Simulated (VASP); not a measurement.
OSZICAR of a VASP run on TaSi (relaxed from the WC structure, space group P-6m2):

**OSZICAR**
```
       N       E                     dE             d eps       ncg     rms          rms(c)
DAV:   1     0.880048955410E+02    0.88005E+02   -0.67531E+03  7812   0.108E+03
DAV:   2    -0.172278700036E+02   -0.10523E+03   -0.10150E+03  9044   0.315E+02
DAV:   3    -0.204091165999E+02   -0.31812E+01   -0.30944E+01 10016   0.507E+01
DAV:   4    -0.204525050103E+02   -0.43388E-01   -0.43312E-01  9214   0.592E+00
DAV:   5    -0.204532445779E+02   -0.73957E-03   -0.73936E-03  9686   0.727E-01    0.164E+01
DAV:   6    -0.198294360941E+02    0.62381E+00   -0.13922E+00  9464   0.114E+01    0.752E+00
DAV:   7    -0.197152207217E+02    0.11422E+00   -0.23081E-01  9476   0.452E+00    0.225E+00
DAV:   8    -0.197055431206E+02    0.96776E-02   -0.22504E-02  9736   0.129E+00    0.551E-01
DAV:   9    -0.197050820672E+02    0.46105E-03   -0.10154E-03  9254   0.286E-01    0.190E-01
DAV:  10    -0.197047611845E+02    0.32088E-03   -0.43579E-04  9146   0.238E-01    0.562E-02
DAV:  11    -0.197047593469E+02    0.18376E-05   -0.29616E-05  9750   0.521E-02    0.297E-02
DAV:  12    -0.197047597940E+02   -0.44710E-06   -0.29148E-06  8708   0.188E-02
   1 F= -.19704760E+02 E0= -.19704106E+02  d E =-.130722E-02  mag=     0.0000    -0.0000    -0.0000
       N       E                     dE             ncg
```

Q: Which electronic solver shows in the log?

A: It is blocked Davidson (ALGO = Normal, or the opening steps of other solvers). The INCAR had ALGO = Normal.

Q: How was spin treated?

A: With non-collinear spinors: mag has three components.

Q: Can the final energy be trusted as converged?

A: Self-consistency was reached. It stopped with EDIFF = 1E-6, NELM = 100 (PBEsol GGA with spin-orbit coupling, plane waves, VASP's PBE PAW potentials (set 64)).

The structure was generated: TaSi was put into the WC type (P-6m2), which need not be its known phase. It was relaxed first, which changed the volume by -12 %.
